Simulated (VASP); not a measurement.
Consider the following.

```yaml
crystal:
  lattice:
    - [1.91000, -3.30822, 0.00000]
    - [1.91000, 3.30822, 0.00000]
    - [0.00000, 0.00000, 6.26000]
  atoms:
    - { symbol: Zn, position: [0.66667, 0.33333, 0.50000] }
    - { symbol: Zn, position: [0.33333, 0.66667, 0.00000] }
    - { symbol: S, position: [0.66667, 0.33333, 0.87500] }
    - { symbol: S, position: [0.33333, 0.66667, 0.37500] }
```

Method: PBE GGA, VASP's PBE PAW potentials (set 64) (plane waves; VASP). Run with PREC = Normal, 500 eV cut-off, 6×6×4 Γ-centred mesh, Gaussian smearing of 0.010 eV, potentials Zn_sv_GW S_GW.

Q: What does the run give for the energy per atom (σ→0), band gap (on the k-mesh) with the smallest direct gap where there is one?

A: 
band gap (on the k-mesh): 2.17 eV
smallest direct gap (on the k-mesh): 2.17 eV
energy per atom (σ→0): -3.428 eV/atom

Total energies compare only between runs with the same potentials, cut-off and functional.

The compound is ZnS in the wurtzite structure, the high-temperature form. The cell was not relaxed at this level.
